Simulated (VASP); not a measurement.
Input:

```xyz
5
Lattice="4.5124 0.0000 0.0000 0.0000 4.5124 0.0000 0.0000 0.0000 4.5123" Properties=species:S:1:pos:R:3 pbc="T T T"
Ba     2.2562     2.2562     2.2562
Pr     0.0000     0.0000     0.0000
O      0.0000     2.2562     0.0000
O      2.2562     0.0000     0.0000
O      0.0000     0.0000     2.2562
```

Method: PBEsol GGA, VASP's PBE PAW potentials (set 64) (plane waves; VASP). Settings: 520 eV cut-off, Gaussian smearing of 0.050 eV, potentials Ba_sv Pr_3 O.

The 4f electrons are frozen in the core of the lanthanide potential, so 4f levels, which can set the real gap, and their magnetism are missing.  Unless said otherwise, spin-orbit coupling is left out, though it shifts the bands of the heavy elements here.

### Question
Predict the band gap (along the path) with the smallest direct gap where there is one.

### Answer

```json
{
 "band gap (along the path)": "none (metal, semimetal or under 0.01 eV)"
}
```

Only differences to runs with the same potentials and settings are physical.

The structure comes from a computed database's BaPrO3 entry (Pm-3m); how it stands against other phases isn't given here. It was relaxed first, which changed the volume by -5 %. The electron count is odd and the run is not spin-polarised, which forces a metal.
